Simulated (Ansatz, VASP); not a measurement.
Two plane-wave programs on Li5Be

```xyz
6
Lattice="4.7252 0.0000 0.0000 -2.3626 4.0921 0.0000 0.0000 0.0000 4.3772" Properties=species:S:1:pos:R:3 pbc="T T T"
Li   -1.5863    2.7475    0.0000
Li    3.1726    0.0000    0.0000
Li    0.7763    1.3446    0.0000
Li    2.3626    1.3640    2.1886
Li    0.0000    2.7281    2.1886
Be    0.0000    0.0000    2.1886
```

Change from the starting cell: species swapped into the LiMg5 type (P-62m, No. 189).

Alike in both runs: task relaxation of cell and atoms; functional PBE; k mesh 12 × 12 × 8; occupations gaussian, width 0.1 eV; no spin polarisation.

```csv
,VASP,Ansatz
version,VASP 6.6.1,Ansatz 0.2.0
potentials or method,"VASP PAW PBE potentials, release 64 (Li_sv, Be)","scalar-relativistic, plane waves, PAW"
plane-wave cutoff (eV),600,420
valence electrons in the cell,17,17
```

|  | VASP | Ansatz | Ansatz less VASP |
| --- | --- | --- | --- |
| gap on the k mesh at the Fermi level, each at its own relaxed structure (eV) | none | none | - |
| relaxed volume (Å³/atom) | 16.09 | 16.15 | +0.055 |
| relaxed cell length with the largest relative difference (Å) | 4.917 | 4.929 | +0.0119 |
| energy change over the relaxation (meV/atom) | -26 | -27 | -1.1 |

A gap of «none» marks a metal or a gap that the smearing closes.

Caveats: the cutoff is under 1.25 times the usual one of these potentials, so pressure, stress and relaxed cells hold a basis-set (Pulay) error (VASP).
